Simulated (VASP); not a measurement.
## From one sheet to two: 1T-SnSe2 monolayer

Aim: relax 1T-SnSe2 monolayer, place its levels against the vacuum, then find how two sheets stack and bind.

Method: PBE with D3(BJ); plane waves and PAW (Sn, Se), in the first sound run; inputs show where later runs differ, in VASP 6.6.1.

Most raw output is cut from this account.

## (1) Set-up

The cell holds 3 atoms: 1 Sn and 2 Se. Cell: a = 3.860 Å, b = 3.860 Å, c = 22.000 Å, α = 90.0°, β = 90.0°, γ = 120.0°. Vacuum lies along c.

## (2) Relaxing the monolayer

The sheet's cell relaxes in its plane with the atoms, while the vacuum is kept.

INCAR reads:

```
SYSTEM = SnSe2
PREC = Normal
ENCUT = 350
EDIFF = 1E-06
NELM = 120
ISMEAR = 0
SIGMA = 0.03
LREAL = .FALSE.
ALGO = Normal
GGA = PE
IVDW = 12
NBANDS = 14
LORBIT = 11
LWAVE = .FALSE.
LCHARG = .FALSE.
KPAR = 4
IBRION = 2
NSW = 50
ISIF = 3
EDIFFG = -0.015
POTIM = 0.4
IDIPOL = 3
LDIPOL = .TRUE.
DIPOL = 0.5 0.5 0.5
LATTICE_CONSTRAINTS = .TRUE. .TRUE. .FALSE.
```

POSCAR reads:

```
SnSe2
1.0
    3.8600000000      0.0000000000      0.0000000000
   -1.9300000000      3.3428580586      0.0000000000
    0.0000000000      0.0000000000     22.0000000000
Sn Se
1 2
Direct
    0.0000000000      0.0000000000      0.5000000000
    0.3333333333      0.6666666667      0.4318181818
    0.6666666667      0.3333333333      0.5681818182
```

KPOINTS reads:

```
Automatic mesh
0
Gamma
9 9 1
0 0 0
```

PAW data sets: Sn and Se (PBE family, release 64).

Command:

```sh
> mpirun -np 4 vasp_std
```

The job ended after 15 s (4 MPI ranks of Intel Xeon 6975P-C (Granite Rapids), shared host; peak memory 0.79 GiB; 57 s of CPU time).

The gap is read on the k-mesh alone, so it is an upper bound where the band edges lie off the mesh. The data set Sn keeps the semicore shell frozen, which is cheaper and a little less accurate. The run keeps the 12 symmetry operations of its start, so it cannot find a distortion of lower symmetry.

The steps of the relaxation:

```csv
step,energy less that of the first step (eV),largest force (eV/Å),pressure (GPa),volume (Å³)
1,0.0000,0.8752,0.73,283.88
2,-0.0437,0.4121,0.03,288.56
3,-0.0476,0.2325,-0.23,290.53
4,-0.0720,0.1239,-0.14,284.79
5,-0.0824,0.0034,-0.03,278.60
6,-0.0824,0.0119,-0.02,278.21
```

```csv
cell as run,before,after,change
a (Å),3.860,3.821,-1.0 %
b (Å),3.860,3.821,-1.0 %
```

The atoms that moved most (Å, along periodic axes as changes of fractional coordinates times the final cell, across vacuum about the mean position):

```csv
atom,dx,dy,dz,length
Se3,0.000,0.000,0.102,0.102
Se2,0.000,0.000,-0.102,0.102
```

Final coordinates:

```cif
data_structure
_symmetry_space_group_name_H-M 'P 1'
_symmetry_Int_Tables_number 1
_cell_length_a 3.8213
_cell_length_b 3.8213
_cell_length_c 22.0000
_cell_angle_alpha 90.000
_cell_angle_beta 90.000
_cell_angle_gamma 120.000
_cell_volume 278.21
loop_
_atom_site_label
_atom_site_type_symbol
_atom_site_fract_x
_atom_site_fract_y
_atom_site_fract_z
_atom_site_occupancy
Sn1 Sn 0.00000 0.00000 0.50000 1
Se2 Se 0.33333 0.66667 0.42717 1
Se3 Se 0.66667 0.33333 0.57283 1
```

This step gave:

- electronic cycles: 54
- electrons: 16
- free energy (TOTEN): -12.64 eV
- Fermi energy: -3.301 eV
- metallic: no
- dipole moment: 0, 0, 0 e·Å
- gap on the k-mesh: 0.8182 eV
- least direct gap on the k-mesh: 1.160 eV

The run ended after 6 ionic steps, 0.082 eV below its first step, once forces and stress met EDIFFG = -0.015.

## (3) A second relaxation

The plane waves were chosen for the start cell, so the relaxation is repeated from its end.

INCAR: that of step 2 with these lines changed.

```diff
@@ -17,3 +17,3 @@
 IBRION = 2
-NSW = 50
+NSW = 30
 ISIF = 3
```

POSCAR reads:

```
SnSe2
1.0
    3.8213108744      0.0000000000      0.0000000000
   -1.9106554372      3.3093522930      0.0000000000
    0.0000000000      0.0000000000     22.0000000000
Sn Se
1 2
Direct
    0.0000000000      0.0000000000      0.5000000000
    0.3333333333      0.6666666667      0.4271694800
    0.6666666667      0.3333333333      0.5728305200
```

KPOINTS is that of step 2.

Command:

```sh
> mpirun -np 4 vasp_std
```

Wall time 4.2 s (4 MPI ranks); peak memory 0.76 GiB; 15 s of CPU time.

Little changed from the start: no atom moved by 0.005 Å and no cell edge by 0.1 %.

Numbers from this step:

- electronic cycles: 16
- gap on the k-mesh: 0.8181 eV

The start already met the threshold, so nothing moved.

## (4) Vacuum level and density of states

A static run writes the electrostatic potential without exchange and correlation (LVHAR), which is flat in the vacuum and gives the level to count from. The dipole correction cancels the field that unlike faces would set up across the vacuum.

INCAR reads:

```
SYSTEM = SnSe2
PREC = Normal
ENCUT = 350
EDIFF = 1E-06
NELM = 120
ISMEAR = 0
SIGMA = 0.03
LREAL = .FALSE.
ALGO = Fast
GGA = PE
IVDW = 12
NBANDS = 14
LORBIT = 11
LWAVE = .FALSE.
LCHARG = .TRUE.
IDIPOL = 3
LDIPOL = .TRUE.
DIPOL = 0.5 0.5 0.5
LVHAR = .TRUE.
LVACPOTAV = .TRUE.
NEDOS = 1500
LELF = .TRUE.
```

POSCAR is that of step 3.

KPOINTS is that of step 3.

KPOINTS_OPT reads:

```
Line mode
14
Line-mode
Reciprocal
  0.00000000   0.00000000   0.00000000 GAMMA
  0.50000000   0.00000000   0.00000000 M

  0.50000000   0.00000000   0.00000000 M
  0.33333333   0.33333333   0.00000000 K

  0.33333333   0.33333333   0.00000000 K
  0.00000000   0.00000000   0.00000000 GAMMA
```

Command:

```sh
> mpirun -np 4 vasp_std
```

Elapsed: 9.8 s, on 4 MPI ranks; peak memory 0.59 GiB; 37 s of CPU time.

Numbers from this step:

```
electronic cycles                                 : 19
Fermi energy                                      : -3.297 eV
least gap on mesh and path                        : 0.7593 eV
least direct gap on mesh and path                 : 1.117 eV
vacuum levels                                     : 2.53, 2.53 eV
ionisation potentials of the upper and lower face : 5.959, 5.959 eV
electron affinities of the upper and lower face   : 5.199, 5.199 eV
```

Electronic bands along the path, in eV, zero at the valence-band top; v1 is the highest filled band, c1 the lowest empty one:

```
          point     v4     v3     v2     v1    c1    c2    c3    c4
              Γ  -0.46  -0.46  -0.08  -0.08  1.60  3.12  4.62  4.62
0.46 of the way  -1.79  -1.46  -0.92  -0.09  1.96  4.03  5.40  5.44
              M  -2.35  -2.20  -0.78  -0.36  0.76  4.07  5.31  5.58
0.46 of the way  -2.99  -2.54  -0.87  -0.74  1.46  4.97  5.25  5.61
              K  -3.66  -3.29  -0.90  -0.90  1.77  5.19  5.19  6.57
0.54 of the way  -2.69  -1.37  -0.84  -0.54  2.22  4.65  4.90  5.54
              Γ  -0.46  -0.46  -0.08  -0.08  1.60  3.12  4.62  4.62
```

Of the projections kept (Sn, Se), the largest for each band there; the rest of the weight can lie on other orbitals:

```
point       v4       v3       v2       v1       c1       c2       c3       c4
    Γ  Se 0.75  Se 0.75  Se 0.88  Se 0.88  Se 0.57  Sn 0.68  Sn 0.77  Sn 0.77
    M  Se 0.67  Se 0.60  Se 0.88  Se 0.89  Se 0.52  Sn 0.54  Sn 0.59  Sn 0.60
    K  Se 0.59  Se 0.56  Se 0.90  Se 0.90  Se 0.60  Sn 0.51  Sn 0.51  Sn 0.64
    Γ  Se 0.75  Se 0.75  Se 0.88  Se 0.88  Se 0.57  Sn 0.68  Sn 0.77  Sn 0.77
```

Zero at the Fermi level. The planar average of the electrostatic potential by height:

```
height (Å)  planar average of the electrostatic potential (eV)
         0                                                5.83
         1                                                5.83
         2                                                5.83
         3                                                5.83
         4                                                5.83
         5                                                5.83
         6                                                5.82
         7                                                5.79
         8                                                5.17
         9                                               -4.13
        10                                               -5.36
        11                                               -7.90
        12                                               -5.36
        13                                               -4.13
        14                                                5.17
        15                                                5.79
        16                                                5.82
        17                                                5.83
        18                                                5.83
        19                                                5.83
        20                                                5.83
        21                                                5.83
```

Density of states in the PAW spheres, an atom over height of the layer and energy from the Fermi level.

Ten even steps from '0' (0.00 states/eV) to '9' (1.35 states/eV), each cell a mean:
```
000
101
414
939
626
323
111
454
343
111
232
121
121
000
000
000
131
131
030
191
000
000
```
Columns: height of the layer (Å) from 9.4 to 12.6; rows upwards: energy from the Fermi level (eV) from -7.9 to 0.5.

Valence density in the ca plane at fractional y = 0.000, with atoms of Sn within 0.2 Å of it. It is the smooth field of the valence electrons, not physical close to the nuclei.

Ten even steps from '0' (-0.07 e/Å³) to '9' (0.34 e/Å³), each cell a mean:
```
11111111111111111222356411465322211111111111
11111111111111111223457755775432211111111111
11111111111111112234567766776643221111111111
11111111111111112346887655678864321111111111
11111111111111112358997544579985321111111111
11111111111111112357997544579975321111111111
11111111111111112245777666677754221111111111
11111111111111112233567766776543221111111111
11111111111111111222357633675332211111111111
11111111111111111122356400365322211111111111
```
Columns run along c (16.0 Å, from fractional 0.10 to 0.83 of the cell), rows up along a (3.8 Å). Atoms in or near the plane, at fractional coordinates: Sn at (0.50, 0.00).

ELF in the ca plane at fractional y = 0.000, with atoms of Sn within 0.2 Å of it. It is the smooth field of the valence electrons, not physical close to the nuclei.

Values, 6 rows by 16 columns, each cell a mean:
```
0.00 0.00 0.00 0.06 0.00 0.01 0.04 0.27 0.73 0.74 0.29 0.04 0.01 0.00 0.00 0.00
0.00 0.00 0.00 0.00 0.00 0.06 0.34 0.54 0.59 0.59 0.54 0.35 0.07 0.01 0.02 0.00
0.00 0.00 0.00 0.00 0.01 0.19 0.65 0.73 0.37 0.36 0.73 0.66 0.20 0.01 0.01 0.00
0.00 0.00 0.00 0.01 0.01 0.15 0.59 0.70 0.42 0.41 0.70 0.60 0.16 0.01 0.00 0.00
0.00 0.00 0.00 0.02 0.01 0.03 0.20 0.42 0.67 0.68 0.43 0.20 0.03 0.00 0.06 0.00
0.00 0.02 0.00 0.00 0.00 0.00 0.02 0.25 0.73 0.74 0.26 0.02 0.00 0.00 0.00 0.00
```
Columns run along c (16.0 Å, from fractional 0.10 to 0.83 of the cell), rows up along a (3.8 Å). Atoms in or near the plane, at fractional coordinates: Sn at (0.50, 0.00).

The map of layer states is cut here 0.5 eV above the Fermi level, so it leaves out the states above that.

The vacuum level lies 5.96 eV above the highest filled level at the upper face; both faces agree, as the slab has next to no dipole.

The program found no field-free point at its default tolerance, but its printed level agrees with the flat part of the planar average.

## (5) The slab in a field, field -0.1

A field across the slab, with the atoms held, gives the electronic response: the dipole changes linearly with the field, and the energy has a linear term from the slab's own dipole and a quadratic one from its polarisability.

INCAR: that of step 4 with these lines changed.

```diff
@@ -14,3 +14,4 @@
 LWAVE = .FALSE.
-LCHARG = .TRUE.
+LCHARG = .FALSE.
+KPAR = 4
 IDIPOL = 3
@@ -18,5 +19,2 @@
 DIPOL = 0.5 0.5 0.5
-LVHAR = .TRUE.
-LVACPOTAV = .TRUE.
-NEDOS = 1500
-LELF = .TRUE.
+EFIELD = -0.1
```

POSCAR is that of step 4.

KPOINTS is that of step 4.

Command:

```sh
> mpirun -np 4 vasp_std
```

Run time: 4.8 s. Hardware: 4 MPI ranks; peak memory 0.75 GiB; 17 s of CPU time.

Numbers from this step:

```
Fermi energy  : -3.236 eV
dipole moment : 0, 0, -0.03705 e·Å
```

VASP counts the dipole in electrons times Å, so a positive number points the physical dipole along −c. A positive EFIELD is likewise a physical field along −c.

Energy at zero smearing: -12.64120 eV.

## (6) The slab in a field, field 0.1

INCAR: that of step 5 with these lines changed.

```diff
@@ -19,2 +19,2 @@
 DIPOL = 0.5 0.5 0.5
-EFIELD = -0.1
+EFIELD = 0.1
```

POSCAR is that of step 5.

KPOINTS is that of step 5.

Command:

```sh
> mpirun -np 4 vasp_std
```

The job ended after 5.6 s (4 MPI ranks; peak memory 0.77 GiB).

Numbers from this step:

```
Fermi energy  : -3.300 eV
dipole moment : 0, 0, 0.03705 e·Å
```

Energy at zero smearing: -12.64120 eV.

## (7) With spin-orbit coupling

This step: PBE with D3(BJ), spin-orbit coupling; plane waves and PAW (Sn, Se) (VASP 6.6.1).

For heavy elements spin-orbit coupling shifts the highest filled levels.

INCAR: that of step 6 with these lines changed.

```diff
@@ -11,4 +11,8 @@
 IVDW = 12
-NBANDS = 14
-LORBIT = 11
+LNONCOLLINEAR = .TRUE.
+MAGMOM = 0 0 0 0 0 0 0 0 0
+NBANDS = 28
+GGA_COMPAT = .FALSE.
+LASPH = .TRUE.
+LSORBIT = .TRUE.
 LWAVE = .FALSE.
@@ -19,2 +23 @@
 DIPOL = 0.5 0.5 0.5
-EFIELD = 0.1
```

POSCAR is that of step 6.

KPOINTS is that of step 6.

KPOINTS_OPT is that of step 4.

Command:

```sh
> mpirun -np 4 vasp_ncl
```

The job ended after 49 s (4 MPI ranks; peak memory 1.7 GiB; 3.2 min of CPU time).

LASPH is switched on together with spin-orbit coupling, so the change from the scalar run holds both.

This step gave:

| Item | Value |
| --- | --- |
| electronic cycles | 21 |
| free energy (TOTEN) | -12.71 eV |
| Fermi energy | -3.201 eV |
| least gap on mesh and path | 0.7155 eV |
| least direct gap on mesh and path | 1.104 eV |
| dipole moment | 0, 0, 0 e·Å |

On-site spin-orbit energy by atom:

| atom | on-site spin-orbit energy (eV) |
| --- | --- |
| Sn1 | -0.0535 |
| Se2 | -0.0460 |
| Se3 | -0.0460 |

The electronic bands at the labelled points (eV, zero at the valence-band top; v1 is the highest filled band, c1 the lowest empty one):

```csv
point,v4,v3,v2,v1,c1,c2,c3,c4
Γ,-0.28,-0.28,0.00,0.00,1.55,1.55,3.03,3.03
0.46 of the way,-0.98,-0.98,-0.13,-0.13,1.90,1.90,3.95,3.95
M,-0.88,-0.88,-0.39,-0.39,0.72,0.72,3.99,3.99
0.46 of the way,-0.98,-0.98,-0.76,-0.76,1.41,1.41,4.86,4.86
K,-1.00,-1.00,-0.93,-0.93,1.72,1.72,5.04,5.04
0.54 of the way,-0.91,-0.91,-0.57,-0.57,2.16,2.16,4.53,4.53
Γ,-0.28,-0.28,0.00,0.00,1.55,1.55,3.03,3.03
```

## (8) A rigid stacking

This step: PBE with D3(BJ); plane waves and PAW (Sn, Se) (VASP 6.6.1).

System of this step: bilayer of 1T-SnSe2 monolayer. The cell holds 6 atoms: 2 Sn and 4 Se. Its edges and angles: a = 3.821 Å, b = 3.821 Å, c = 26.509 Å, α = 90.0°, β = 90.0°, γ = 120.0°. upper sheet same orientation, shifted by (0.00, 0.00). Vacuum lies along c.

Two rigid sheets are set at a typed distance in several high-symmetry stackings, to find where to start. The upper sheet is shifted or turned in the plane and never flipped over.

INCAR reads:

```
SYSTEM = SnSe2
PREC = Normal
ENCUT = 350
EDIFF = 1E-05
NELM = 120
ISMEAR = 0
SIGMA = 0.03
LREAL = .FALSE.
ALGO = Fast
GGA = PE
IVDW = 12
NBANDS = 22
LORBIT = 11
LWAVE = .FALSE.
LCHARG = .FALSE.
KPAR = 4
IDIPOL = 3
LDIPOL = .TRUE.
DIPOL = 0.5 0.5 0.5
```

POSCAR reads:

```
SnSe2
1.0
    3.8213108744      0.0000000000      0.0000000000
   -1.9106554372      3.3093522930      0.0000000000
    0.0000000000      0.0000000000     26.5090857600
Sn Se
2 4
Direct
    0.0000000000      0.0000000000      0.3810871300
    0.0000000000      0.0000000000      0.6189128700
    0.3333333300      0.6666666700      0.3206447800
    0.6666666700      0.3333333300      0.4415294800
    0.3333333300      0.6666666700      0.5584705200
    0.6666666700      0.3333333300      0.6793552200
```

KPOINTS is that of step 7.

Command:

```sh
> mpirun -np 4 vasp_std
```

It took 8 s on 4 MPI ranks; peak memory 0.87 GiB.

This step gave:

```
electronic cycles              : 17
electrons                      : 32
free energy (TOTEN)            : -25.54 eV
Fermi energy                   : -1.552 eV
gap on the k-mesh              : 0.7 eV
least direct gap on the k-mesh : 0.9994 eV
```

Energy at zero smearing: -25.54320 eV.

## (9) A rigid stacking

INCAR is that of step 8.

POSCAR reads:

```
SnSe2
1.0
    3.8213108744      0.0000000000      0.0000000000
   -1.9106554372      3.3093522930      0.0000000000
    0.0000000000      0.0000000000     26.5090857600
Sn Se
2 4
Direct
    0.0000000000      0.0000000000      0.3810871300
    0.3333333300      0.6666666700      0.6189128700
    0.3333333300      0.6666666700      0.3206447800
    0.6666666700      0.3333333300      0.4415294800
    0.6666666700      0.3333333300      0.5584705200
    0.0000000000      1.0000000000      0.6793552200
```

KPOINTS is that of step 8.

Command:

```sh
> mpirun -np 4 vasp_std
```

Elapsed: 8.6 s, on 4 MPI ranks; peak memory 0.88 GiB.

Energy at zero smearing: -25.33494 eV.

## (10) A rigid stacking

INCAR is that of step 9.

POSCAR reads:

```
SnSe2
1.0
    3.8213108744      0.0000000000      0.0000000000
   -1.9106554372      3.3093522930      0.0000000000
    0.0000000000      0.0000000000     26.5090857600
Sn Se
2 4
Direct
    0.0000000000      0.0000000000      0.3810871300
    0.6666666700      0.3333333300      0.6189128700
    0.3333333300      0.6666666700      0.3206447800
    0.6666666700      0.3333333300      0.4415294800
    1.0000000000      0.0000000000      0.5584705200
    0.3333333300      0.6666666700      0.6793552200
```

KPOINTS is that of step 9.

Command:

```sh
> mpirun -np 4 vasp_std
```

Elapsed: 9.8 s, on 4 MPI ranks; peak memory 0.86 GiB.

Energy at zero smearing: -25.51473 eV.

## (11) A rigid stacking

INCAR is that of step 10.

POSCAR reads:

```
SnSe2
1.0
    3.8213108744      0.0000000000      0.0000000000
   -1.9106554372      3.3093522930      0.0000000000
    0.0000000000      0.0000000000     26.5090857600
Sn Se
2 4
Direct
    0.0000000000      0.0000000000      0.3810871300
    0.0000000000      0.0000000000      0.6189128700
    0.3333333300      0.6666666700      0.3206447800
    0.6666666700      0.3333333300      0.4415294800
    0.6666666700      0.3333333300      0.5584705200
    0.3333333300      0.6666666700      0.6793552200
```

KPOINTS is that of step 10.

Command:

```sh
> mpirun -np 4 vasp_std
```

The job ended after 8.4 s (4 MPI ranks; peak memory 0.85 GiB).

Energy at zero smearing: -25.29100 eV.

## (12) A rigid stacking

INCAR is that of step 11.

POSCAR reads:

```
SnSe2
1.0
    3.8213108744      0.0000000000      0.0000000000
   -1.9106554372      3.3093522930      0.0000000000
    0.0000000000      0.0000000000     26.5090857600
Sn Se
2 4
Direct
    0.0000000000      0.0000000000      0.3810871300
    0.3333333300      0.6666666700      0.6189128700
    0.3333333300      0.6666666700      0.3206447800
    0.6666666700      0.3333333300      0.4415294800
    0.0000000000      1.0000000000      0.5584705200
    0.6666666700      0.3333333300      0.6793552200
```

KPOINTS is that of step 11.

Command:

```sh
> mpirun -np 4 vasp_std
```

It took 8.2 s on 4 MPI ranks; peak memory 0.87 GiB; 30 s of CPU time.

Energy at zero smearing: -25.54173 eV.

(Part 1 of 2 ends here.)

[Lines on the potential files, build, host, timing and source positions are cut from VASP's logs without a mark.]

[Logs are printed without paths, hosts, clocks, repeated set-up lines and the standing remarks that a program may print on its own settings, such as how far it seeks lower states.]

[Hosts, paths, dates, database ids (printed as entryN), source tags and the programs' standing remarks are cut or masked in the printed files.]

[Runs that stopped without an error message from VASP are left out.]
